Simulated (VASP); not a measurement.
# BiB (Pm-3m) in VASP: a series of runs

The runs below take BiB through single point, with HSE06, PBE.

All numbers are computed with VASP 6.6.1; they aren't measurements. Logs are shortened: lines on timing, memory, paths and dates and some standing lists are left out, and cuts for length are marked.

## 1. Starting point

It takes space group Pm-3m (No. 221, cubic). The conventional cell has a = 3.370 Å, b = 3.370 Å, c = 3.370 Å, α = 90.00°, β = 90.00°, γ = 90.00°. B (site symmetry m-3m) is surrounded by 8 Bi at 2.92 Å. Bi (site symmetry m-3m) is surrounded by 8 B at 2.92 Å.

The cell was built by a generator and needn't be a form met in nature.

## 2. Single point, HSE06

POSCAR reads:

```
BiB
1.0
    3.3701290311      0.0000000000      0.0000000000
    0.0000000000      3.3701290311      0.0000000000
    0.0000000000      0.0000000000      3.3701290311
B Bi
1 1
Direct
    0.0000000000      0.0000000000      0.0000000000
    0.5000000000      0.5000000000      0.5000000000
```

INCAR.step1 reads:

```
SYSTEM = BiB
  PREC = Accurate
  ENCUT = 520
  EDIFF = 1E-5
  ISMEAR = -1
  SIGMA = 0.02
  LREAL = .False.
  LASPH = .True.
  NELM = 100
  ALGO = Normal
  ISIF = 2
  LWAVE = .True.
  LCHARG = .False.
  NBANDS = 16
  GGA = PE
```

INCAR.step2 reads:

```
SYSTEM = BiB
  PREC = Accurate
  ENCUT = 520
  EDIFF = 1E-6
  ISMEAR = -1
  SIGMA = 0.02
  LREAL = .False.
  LASPH = .True.
  NELM = 100
  ALGO = Normal
  ISIF = 2
  LWAVE = .False.
  LCHARG = .False.
  GGA = PE
  LHFCALC = .True.
  HFSCREEN = 0.2079
  PRECFOCK = Normal
  NBANDS = 16
  ISTART = 1
```

KPOINTS reads:

```
Automatic mesh
0
Gamma
  4 4 4
  0 0 0
```

Potentials or basis: VASP PAW PBE potentials, release 64 (B, Bi_d).

Launch:

```sh
$ cat potpaw_PBE.64/B/POTCAR potpaw_PBE.64/Bi_d/POTCAR > POTCAR
$ cp INCAR.step1 INCAR
$ mpirun -np 1 vasp_std > vasp.out
$ cp INCAR.step2 INCAR
$ mpirun -np 1 vasp_std > vasp.out
```

OUTCAR:

```text
SYSTEM = BiB
   PREC = Accurate
   ENCUT = 520
   EDIFF = 1E-6
   ISMEAR = -1
   LREAL = .False.
   LASPH = .True.
   NELM = 100
   ISIF = 2
   GGA = PE
   LHFCALC = .True.
   HFSCREEN = 0.2079
   PRECFOCK = Normal
   ISTART = 1

 ion  position               nearest neighbor table
   1  0.000  0.000  0.000-   2 2.92   2 2.92   2 2.92   2 2.92   2 2.92   2 2.92   2 2.92   2 2.92

   2  0.500  0.500  0.500-   1 2.92   1 2.92   1 2.92   1 2.92   1 2.92   1 2.92   1 2.92   1 2.92

  LATTYP: Found a simple cubic cell.
 ALAT       =     3.3701290311

  Lattice vectors:

 A1 = (   3.3701290311,   0.0000000000,   0.0000000000)
 A2 = (   0.0000000000,   3.3701290311,   0.0000000000)
 A3 = (   0.0000000000,   0.0000000000,   3.3701290311)

Analysis of symmetry for initial positions (statically):
=====================================================================
 Subroutine PRICEL returns:
 Original cell was already a primitive cell.

 Routine SETGRP: Setting up the symmetry group for a
 simple cubic supercell.

 Subroutine GETGRP returns: Found 48 space group operations
 (whereof 48 operations were pure point group operations)
 out of a pool of 48 trial point group operations.

The static configuration has the point symmetry O_h .

Analysis of symmetry for dynamics (positions and initial velocities):
=====================================================================
 Subroutine PRICEL returns:
 Original cell was already a primitive cell.

 Routine SETGRP: Setting up the symmetry group for a
 simple cubic supercell.

 Subroutine GETGRP returns: Found 48 space group operations
 (whereof 48 operations were pure point group operations)
 out of a pool of 48 trial point group operations.

The dynamic configuration has the point symmetry O_h .

 Subroutine INISYM returns: Found 48 space group operations
 (whereof 48 operations are pure point group operations),
 and found     1 'primitive' translations

----------------------------------------------------------------------------------------

                                     Primitive cell

  volume of cell :      38.2771

  direct lattice vectors                    reciprocal lattice vectors
     3.370129031  0.000000000  0.000000000     0.296724544  0.000000000  0.000000000
     0.000000000  3.370129031  0.000000000     0.000000000  0.296724544  0.000000000
     0.000000000  0.000000000  3.370129031     0.000000000  0.000000000  0.296724544

  length of vectors
     3.370129031  3.370129031  3.370129031     0.296724544  0.296724544  0.296724544

  position of ions in fractional coordinates (direct lattice)
     0.000000000  0.000000000  0.000000000
     0.500000000  0.500000000  0.500000000

  ion indices of the primitive-cell ions
   primitive index   ion index
                 1           1
                 2           2

----------------------------------------------------------------------------------------

 KPOINTS: Automatic mesh

Automatic generation of k-mesh.
 Grid dimensions read from file:
 generate k-points for:    4    4    4

 Generating k-lattice:

  Cartesian coordinates                     Fractional coordinates (reciprocal lattice)
     0.074181136  0.000000000  0.000000000     0.250000000  0.000000000  0.000000000
     0.000000000  0.074181136  0.000000000     0.000000000  0.250000000  0.000000000
     0.000000000  0.000000000  0.074181136     0.000000000  0.000000000  0.250000000

  Length of vectors
     0.074181136  0.074181136  0.074181136

  Shift w.r.t. Gamma in fractional coordinates (k-lattice)
     0.000000000  0.000000000  0.000000000

 Subroutine IBZKPT returns following result:
 ===========================================

 Found     10 irreducible k-points:

 Following reciprocal coordinates:
            Coordinates               Weight
  0.000000  0.000000  0.000000      1.000000
  0.250000  0.000000  0.000000      6.000000
  0.500000  0.000000  0.000000      3.000000
  0.250000  0.250000  0.000000     12.000000
  0.500000  0.250000  0.000000     12.000000
  0.500000  0.500000  0.000000      3.000000
  0.250000  0.250000  0.250000      8.000000
  0.500000  0.250000  0.250000     12.000000
  0.500000  0.500000  0.250000      6.000000
  0.500000  0.500000  0.500000      1.000000
   k-points           NKPTS =     10   k-points in BZ     NKDIM =     64   number of bands    NBANDS=     16
   number of dos      NEDOS =    301   number of ions     NIONS =      2
   total plane-waves  NPLWV =  21952
   dimension x,y,z NGX =    28 NGY =   28 NGZ =   28
   dimension x,y,z NGXF=    56 NGYF=   56 NGZF=   56
   ions per type =               1   1
   NGX,Y,Z   is equivalent  to a cutoff of  13.81, 13.81, 13.81 a.u.
   NGXF,Y,Z  is equivalent  to a cutoff of  27.62, 27.62, 27.62 a.u.
 SYSTEM =  BiB
   PREC   = accura    normal or accurate (medium, high low for compatibility)
   ISTART =      1    job   : 0-new  1-cont  2-samecut
   ICHARG =      0    charge: 1-file 2-atom 10-const
   ISPIN  =      1    spin polarized calculation?
   LNONCOLLINEAR =      F non collinear calculations
   LSORBIT =      F    spin-orbit coupling
   LASPH  =      T    aspherical Exc in radial PAW
   ENCUT  =  520.0 eV  38.22 Ry    6.18 a.u.   6.27  6.27  6.27*2*pi/ulx,y,z
   NELM   =    100;   NELMIN=  2; NELMDL=  0     # of ELM steps
   EDIFF  = 0.1E-05   stopping-criterion for ELM
   LREAL  =      F    real-space projection
   EDIFFG = 0.1E-04   stopping-criterion for IOM
   NSW    =      0    number of steps for IOM
   IBRION =     -1    ionic relax: 0-MD 1-quasi-New 2-CG
   NFREE  =      0    steps in history (QN), initial steepest desc. (CG)
   ISIF   =      2    stress and relaxation
   ISYM   =      3    0-nonsym 1-usesym 2-fastsym
   POTIM  = 0.5000    time-step for ionic-motion
   TEBEG  =    0.0;   TEEND  =   0.0 temperature during run
   PSTRESS=    0.0 pullay stress
   NELECT =      18.0000    total number of electrons
   NUPDOWN=      -1.0000    fix difference up-down
   EMIN   =  10.00;   EMAX   =-10.00  energy-range for DOS
   EFERMI =   0.00;   METHOD = LEGACY
   ISMEAR =    -1;   SIGMA  =   0.02  broadening in eV -4-tet -1-fermi 0-gaus
   EFERMI_NEDOS =   21; number of points for ismear=-14 and -15
   IALGO  =     38    algorithm
   IMIX   =      1    mixing-type and parameters
     AMIX     =   0.40;   BMIX     =  1.00
     AMIX_MAG =   1.60;   BMIX_MAG =  1.00
  volume/ion in A,a.u.               =      19.14       129.15
  Fermi-wavevector in a.u.,A,eV,Ry     =   1.273071  2.405754 22.051079  1.620709
  Thomas-Fermi vector in A             =   2.405914
   LORBIT       =      0    0 simple, 1 ext, 2 COOP (PROOUT), +10 PAW based schemes
   GGA     = PE    functional components
   LHFCALC =     T    Hartree Fock is set to
   PRECFOCK=normal    Normal, Fast or Accurate (Low or Medium for compatibility)
   ENCUT4O =  -1.0   cutoff for four orbital integrals eV
   NKREDX  =     1    reduce k-point grid by
   NKREDY  =     1    reduce k-point grid by
   NKREDZ  =     1    reduce k-point grid by
   AEXX    =    0.2500 exact exchange contribution
   HFSCREEN=    0.2079 screening length (either q_TF or 0.3 A-1)
   HFSCREENC=   0.2079 screening length for correlation (either q_TF or 0.3 A-1)
   ENCUTFOCK=  -1.0 apply spherical cutoff to Coloumb kernel
   IVDW    =     0    specifies the selected vdW correction
   LEPSILON=     F    determine dielectric tensor
   LRPA    =     F    only Hartree local field effects (RPA)
 non-spin polarized calculation
  energy-cutoff  :      520.00
  volume of cell :       38.28
 maximum number of plane-waves:      1064
 NGX is ok and might be reduce to    28
  NGX = 20; NGY = 20; NGZ = 20

 number of electron      18.0000004 magnetization

 Free energy of the ion-electron system (eV)
  ---------------------------------------------------
  ext. energy  EPLUGINS =         0.00000000
  ---------------------------------------------------
  free energy    TOTEN  =        -8.51127474 eV

  energy without entropy =       -8.50932224  energy(sigma->0) =       -8.51029849

 E-fermi :   7.9946     XC(G=0):  -8.9648

 val. band max:        7.7528616491   @ k =   0.5000   0.2500   0.2500
 cond. band min:       8.0293308360   @ k =   0.2500   0.0000   0.0000
 fundamental gap:      0.2764691870
 Fermi energy:         7.9945679229

 k-point     1 :       0.0000    0.0000    0.0000
  band No.  band energies     occupation
      1     -17.5841      2.00000
      2     -17.5841      2.00000
      3     -17.3370      2.00000
      4     -17.3370      2.00000
      5     -17.3370      2.00000
      6      -7.7976      2.00000
[... 8 lines left out ...]
     15      16.3417      0.00000
     16      23.9688      0.00000

 k-point     2 :       0.2500    0.0000    0.0000
  band No.  band energies     occupation
      1     -17.5788      2.00000
      2     -17.4827      2.00000
      3     -17.3724      2.00000
      4     -17.3724      2.00000
      5     -17.3341      2.00000
      6      -6.9433      2.00000
[... 8 lines left out ...]
     15      18.5466      0.00000
     16      20.1655      0.00000

 k-point     3 :       0.5000    0.0000    0.0000
  band No.  band energies     occupation
      1     -17.5734      2.00000
      2     -17.4069      2.00000
      3     -17.4069      2.00000
      4     -17.3812      2.00000
      5     -17.3312      2.00000
      6      -5.3446      2.00000
[... 8 lines left out ...]
     15      17.1817      0.00000
     16      23.9927      0.00000

 k-point     4 :       0.2500    0.2500    0.0000
  band No.  band energies     occupation
      1     -17.5275      2.00000
      2     -17.4244      2.00000
      3     -17.4139      2.00000
      4     -17.3694      2.00000
      5     -17.3672      2.00000
      6      -6.0940      2.00000
[... 8 lines left out ...]
     15      20.0558      0.00000
     16      20.2176      0.00000
[... 58 lines left out ...]
 k-point     8 :       0.5000    0.2500    0.2500
  band No.  band energies     occupation
      1     -17.4501      2.00000
      2     -17.4462      2.00000
      3     -17.4161      2.00000
      4     -17.4032      2.00000
      5     -17.3124      2.00000
      6      -3.7353      2.00000
[... 8 lines left out ...]
     15      20.6518      0.00000
     16      21.3017      0.00000

 k-point     9 :       0.5000    0.5000    0.2500
  band No.  band energies     occupation
      1     -17.4938      2.00000
      2     -17.4415      2.00000
      3     -17.4415      2.00000
      4     -17.3628      2.00000
      5     -17.2522      2.00000
      6      -2.4124      2.00000
[... 8 lines left out ...]
     15      22.8221      0.00000
     16      22.8221      0.00000

 k-point    10 :       0.5000    0.5000    0.5000
  band No.  band energies     occupation
      1     -17.4858      2.00000
      2     -17.4858      2.00000
      3     -17.4858      2.00000
      4     -17.2502      2.00000
      5     -17.2502      2.00000
      6      -1.2427      2.00000
[... 8 lines left out ...]
     15      24.1844      0.00000
     16      24.1844      0.00000

------------------------ aborting loop because EDIFF is reached ----------------------------------------

  FORCE on cell =-STRESS in cart. coord.  units (eV):
  Direction    XX          YY          ZZ          XY          YZ          ZX
  --------------------------------------------------------------------------------------
  -------------------------------------------------------------------------------------
  Total       -1.1766015     -1.1766015     -1.1766015      0.0000000     -0.0000000      0.0000000
  in kB      -49.2493394    -49.2493394    -49.2493394      0.0000000     -0.0000000      0.0000000
  external PRESSURE =     -49.2493394 kB  Pullay stress =       0.0000000 kB

 VOLUME and BASIS-vectors are now :
 -----------------------------------------------------------------------------
  energy-cutoff  :      520.00
  volume of cell :       38.28
      direct lattice vectors                 reciprocal lattice vectors
     3.370129031  0.000000000  0.000000000     0.296724544  0.000000000  0.000000000
     0.000000000  3.370129031  0.000000000     0.000000000  0.296724544  0.000000000
     0.000000000  0.000000000  3.370129031     0.000000000  0.000000000  0.296724544

 POSITION                                       TOTAL-FORCE (eV/Angst)
 -----------------------------------------------------------------------------------
      0.00000      0.00000      0.00000         0.000000      0.000000      0.000000
      1.68506      1.68506      1.68506         0.000000      0.000000      0.000000
 -----------------------------------------------------------------------------------
    total drift:                               -0.000001     -0.000002      0.000000

  FREE ENERGIE OF THE ION-ELECTRON SYSTEM (eV)
  ---------------------------------------------------
  free  energy   TOTEN  =        -8.5112747428 eV

  energy  without entropy=       -8.5093222444  energy(sigma->0) =       -8.51029849
```

Wall time 4.3 min (1 thread of AMD EPYC 9R45 (Zen 5), shared host); peak memory 0.24 GiB.

What came out:

| Quantity | Value |
| --- | --- |
| Free energy | -8.5113 eV |
| Pressure | -4.9 GPa |
| Band gap on the k mesh | none (metal or under the smearing width) |

Caveat: the k mesh is coarse (spacing up to 0.47 Å⁻¹), so the values aren't converged, least of all with exact exchange; the PAW data sets were made with another functional, which shifts forces and pressure a little; spin-orbit coupling is left out, which moves the levels of the heavy elements.

## 3. Single point, PBE

INCAR reads:

```
PREC     = Accurate       # precision mode
ENCUT    = 520            # plane-wave cutoff, eV
EDIFF    = 1E-7           # SCF threshold, eV
ISMEAR   = -1             # smearing method
SIGMA    = 0.02           # smearing width, eV
LREAL    = F              # projectors in reciprocal space
LASPH    = T              # aspherical terms in the spheres
NELM     = 80             # most SCF steps
ALGO     = Normal         # electronic algorithm
ISIF     = 2              # what is computed and relaxed
LWAVE    = F              # write WAVECAR
LCHARG   = F              # write CHGCAR
GGA      = PE             # functional
NBANDS   = 16             # bands
```

KPOINTS reads:

```
regular mesh
0
Gamma
  6 6 6
```

POSCAR is that of step 2.

Potentials or basis: VASP PAW PBE potentials, release 64 (B, Bi_d).

Launch:

```sh
$ cat potpaw_PBE.64/B/POTCAR potpaw_PBE.64/Bi_d/POTCAR > POTCAR
$ mpirun -np 1 vasp_std > vasp.out
```

It took 8.7 s on 1 thread of AMD EPYC 9R45 (Zen 5), shared host; peak memory 0.13 GiB.

Results (log left out):

- Free energy: -7.4657 eV
- Pressure: -0.5 GPa
- Band gap on the k mesh: none (metal or under the smearing width)

Levels at points of the mesh, in eV from the Fermi level:
| k point | band 6 | band 7 | band 8 | band 9 | band 10 | band 11 | band 12 | band 13 |
| --- | --- | --- | --- | --- | --- | --- | --- | --- |
| (0.00, 0.00, 0.00) | -13.65 | -2.31 | -0.34 | -0.34 | -0.34 | 6.05 | 6.05 | 7.93 |
| (0.50, 0.00, 0.00) | -11.56 | -8.07 | 2.14 | 2.32 | 2.32 | 2.59 | 3.69 | 3.69 |
| (0.50, 0.50, 0.00) | -9.69 | -4.93 | -4.91 | -4.91 | 2.72 | 5.60 | 5.60 | 5.66 |
| (0.50, 0.50, 0.50) | -8.06 | -3.75 | -1.85 | -1.85 | -1.85 | -0.81 | -0.81 | -0.81 |

Caveat: spin-orbit coupling is left out, which moves the levels of the heavy elements.

(Continued in part 2 of 2.)
